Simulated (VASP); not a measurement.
Method: PBE GGA with D3 dispersion (zero damping), VASP's PBE PAW potentials (set 64) (plane waves; VASP).

The input files of a VASP run:

**KPOINTS**
```
Automatic mesh
0
Gamma
17 17 17
0 0 0
```

**INCAR**
```
SYSTEM = Au
PREC = Accurate; ENCUT = 520; LREAL = .FALSE.
LASPH = .TRUE.
EDIFF = 1E-7; NELM = 100; ALGO = Normal
LMAXMIX = 6
ISMEAR = -5
GGA = PE; IVDW = 11
ISIF = 2
LWAVE = .FALSE.; LCHARG = .TRUE.; LORBIT = 11
NEDOS = 601
```

POSCAR:
```
Au
1
    0.0000000000     2.0486459971     2.0486459971
    2.0486459971     0.0000000000     2.0486459971
    2.0486459971     2.0486459971     0.0000000000
Au
1
Direct
  0.0000000000   0.0000000000   0.0000000000
```

POTCAR, in this order: Au (PBE.64 set). Program: vasp_std.

Problem. What will the output report for the number of irreducible k-points (NKPTS), largest plane-wave count, number of space-group operations, FFT grid (NGX, NGY, NGZ)?

Solution. 
| Quantity | Result |
|---|---|
| number of irreducible k-points (NKPTS) | 165 |
| largest plane-wave count | 483 |
| number of space-group operations | 48 |
| FFT grid (NGX, NGY, NGZ) | 24 × 24 × 24 |

The compound is Au in the fcc structure. It was relaxed first.
